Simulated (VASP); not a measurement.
Input for VASP

**INCAR**
```
LCHARG=F
LASPH=T   ! aspherical one-centre terms
EDIFF=1E-6   ! SCF stop (eV)
SYSTEM=LiBr
LREAL=F
EDIFFG=-0.01   ! ionic stop
ALGO=Normal
LWAVE=F
ISIF=3
PREC=Accurate
LMAXMIX=4
NELM=100   ! most electronic steps
ISMEAR=0   ! Gaussian
ENCUT=520   ! plane-wave cut-off (eV)
IBRION=2
SIGMA=0.05   ! width (eV)
NSW=60
```

### POSCAR
```
LiBr
1
    0.0000000000     2.7500000000     2.7500000000
    2.7500000000     0.0000000000     2.7500000000
    2.7500000000     2.7500000000     0.0000000000
Li Br
1 1
Direct
  0.0000000000   0.0000000000   0.0000000000
  0.5000000000   0.5000000000   0.5000000000
```

### KPOINTS
```
kpoints
0
Gamma
8 8 8
0 0 0
```

POTCAR, in this order: Li_sv Br (LDA.64 set). Program: vasp_std.

**Question.** Write an equivalent input for Quantum ESPRESSO's pw.x.

**Answer.** One equivalent input (not run):
```
&CONTROL
  calculation = 'vc-relax'
  pseudo_dir = './pseudo'
  outdir = './out'
  tprnfor = .true.
  tstress = .true.
  nstep = 60
  forc_conv_thr = 0.00039
/
&SYSTEM
  ibrav = 0
  nat = 2
  ntyp = 2
  ecutwfc = 74
  occupations = 'smearing'
  smearing = 'gaussian'
  degauss = 0.003675
  input_dft = 'pz'
/
&ELECTRONS
  conv_thr = 7.3e-08
  electron_maxstep = 100
/
&IONS
/
&CELL
/
ATOMIC_SPECIES
  Li 6.940 Li.upf
  Br 79.904 Br.upf
CELL_PARAMETERS angstrom
     0.0000000    2.7500000    2.7500000
     2.7500000    0.0000000    2.7500000
     2.7500000    2.7500000    0.0000000
ATOMIC_POSITIONS crystal
  Li   0.0000000  0.0000000  0.0000000
  Br   0.5000000  0.5000000  0.5000000
K_POINTS automatic
  8 8 8 0 0 0
```
Limits of the translation: the potentials are each code's own (VASP's PAW set, PseudoDojo norm-conserving files in pw.x), so ENCUT and ecutwfc are chosen apart and not converted; conv_thr bounds pw.x's estimated SCF error, while EDIFF bounds the energy change between steps; forc_conv_thr acts on force components and is met together with etot_conv_thr.

The compound is LiBr in the rock salt structure. This run relaxes it. Symmetry was kept, so distortions that lower it aren't found.
